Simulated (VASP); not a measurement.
Data:

```
GaAs
1.0
    3.98734     0.00000     0.00000
   -1.99367     3.45314     0.00000
    0.00000     0.00000     6.57249
Ga As
2 2
Direct
  0.33333   0.66667   0.99989
  0.66667   0.33333   0.49989
  0.33333   0.66667   0.37411
  0.66667   0.33333   0.87411
```

Level of theory: PBEsol GGA, VASP's PBE PAW potentials (set 64) (plane waves; VASP). Settings: 400 eV cut-off, 15×15×8 Γ-centred mesh, Gaussian smearing of 0.010 eV, potentials Ga_d As.

Task: Predict the energy per atom (σ→0), band gap (on the k-mesh) with the smallest direct gap where there is one.

Result: 
- band gap (on the k-mesh) = 0.45 eV
- smallest direct gap (on the k-mesh) = 0.45 eV
- energy per atom (σ→0) = -4.535 eV/atom

The structure comes from a computed database's GaAs entry (P6_3mc); how it stands against other phases isn't given here. It was relaxed first.
